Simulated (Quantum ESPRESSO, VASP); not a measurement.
VASP input:

### POSCAR
```
Tc3Ni
1
    5.4167760000     0.0000000000     0.0000000000
   -2.7083880000     4.6910650000     0.0000000000
    0.0000000000     0.0000000000     4.3720020000
Ni Tc
2 6
Direct
  0.6666670000   0.3333330000   0.2500000000
  0.3333330000   0.6666670000   0.7500000000
  0.8340800000   0.6681600000   0.7500000000
  0.1659200000   0.3318400000   0.2500000000
  0.1659200000   0.8340800000   0.2500000000
  0.8340800000   0.1659200000   0.7500000000
  0.3318400000   0.1659200000   0.7500000000
  0.6681600000   0.8340800000   0.2500000000
```

File KPOINTS:
```
Automatic mesh
0
Gamma
5 5 5
0 0 0
```

INCAR:
```
ALGO=Normal
EDIFF=1E-6
ENCUT=300
ISIF=2
ISMEAR=0
LASPH=.TRUE.
LCHARG=.FALSE.
LMAXMIX=4
LREAL=.FALSE.
LWAVE=.FALSE.
NELM=100
PREC=Accurate
SIGMA=0.2
SYSTEM=Tc3Ni
```

POTCAR, in this order: Ni Tc_pv (LDA.64 set). Program: vasp_std.

### Question
Translate it to Quantum ESPRESSO.

### Answer
One input that does it (LDA (PZ), GBRV 1.5 ultrasoft (LDA) pseudopotentials):
```
&CONTROL
   calculation = 'scf'
   prefix = 'Tc3Ni'
   outdir = './tmp'
   pseudo_dir = './'
   tprnfor = .true.
   tstress = .true.
/
&SYSTEM
   ibrav = 4
   celldm(1) = 10.2362224392
   celldm(3) = 0.807122592873
   nat = 8
   ntyp = 2
   ecutwfc = 50
   ecutrho = 400
   occupations = 'smearing'
   smearing = 'gauss'
   degauss = 0.0147
/
&ELECTRONS
   conv_thr = 1.0d-10
   mixing_beta = 0.4
/
ATOMIC_SPECIES
Ni    58.6934  ni_lda_v1.4.uspp.F.UPF
Tc    97.9072  tc_lda_v1.uspp.F.UPF
ATOMIC_POSITIONS {alat}
Ni    0.5000000000    0.2886751346    0.2017806482
Ni    0.0000000000    0.5773502692    0.6053419447
Tc    0.5000000000    0.5786435338    0.6053419447
Tc    0.0000000000    0.2873818700    0.2017806482
Tc   -0.2511200000    0.7223344688    0.2017806482
Tc    0.7511200000    0.1436909350    0.6053419447
Tc    0.2488800000    0.1436909350    0.6053419447
Tc    0.2511200000    0.7223344688    0.2017806482
K_POINTS {automatic}
5 5 5  0 0 0
```
Both inputs were run and reached self-consistency, which says nothing on mesh or cut-off. Potentials, basis and cut-offs are each code's own, so they don't translate, and total energies aren't comparable.

VASP's LDA is the Perdew-Zunger fit; the other code's may be Perdew-Wang, which differs slightly.

The structure comes from a computed database's Tc3Ni entry (P6_3/mmc); how it stands against other phases isn't given here. The cell was not relaxed at this level, and it may have been scaled.
